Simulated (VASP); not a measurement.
Data:

```
CELL_PARAMETERS angstrom
      1.91711    -5.06603     0.00000
      1.91711     5.06603     0.00000
      0.00000     0.00000     3.77808
ATOMIC_POSITIONS crystal
  P  0.56400 0.43600 0.25000
  P  0.43600 0.56400 0.75000
  W  0.85475 0.14525 0.25000
  W  0.14525 0.85475 0.75000
```

All values below come from PBE GGA + U (Dudarev), VASP's PBE PAW potentials (set 64) (plane waves; VASP 6.6.1). Settings: 400 eV cut-off, 6×6×5 Γ-centred mesh, Gaussian smearing of 0.050 eV, potentials P W_sv, U − J: W 2.00 eV.

Unless said otherwise, spin-orbit coupling is left out, though it shifts the bands of the heavy elements here.

### Question
Estimate the energy per atom (σ→0), pressure, largest force, band gap (on the k-mesh) with the smallest direct gap where there is one.

### Answer

```json
{
 "band gap (on the k-mesh)": "none (metal, semimetal or under 0.01 eV)",
 "energy per atom (σ→0)": "-6.783 eV/atom",
 "pressure": "-27.12 GPa",
 "largest_force": "2.609 eV/Å"
}
```

Only differences to runs with the same potentials and settings are physical.

The structure was generated: PW was put into the CrB type (Cmcm), which need not be its known phase. The cell was not relaxed at this level. The k-mesh is coarse (spacing up to 0.33 per Å, 2π included), so the numbers may not be converged in it. The run is one of a series of settings (LDAU = .TRUE., LDAUJ = 0 0, LDAUL = -1 2, LDAUTYPE = 2, LDAUU = 0 2.0 against the base run), some of them coarse on purpose.
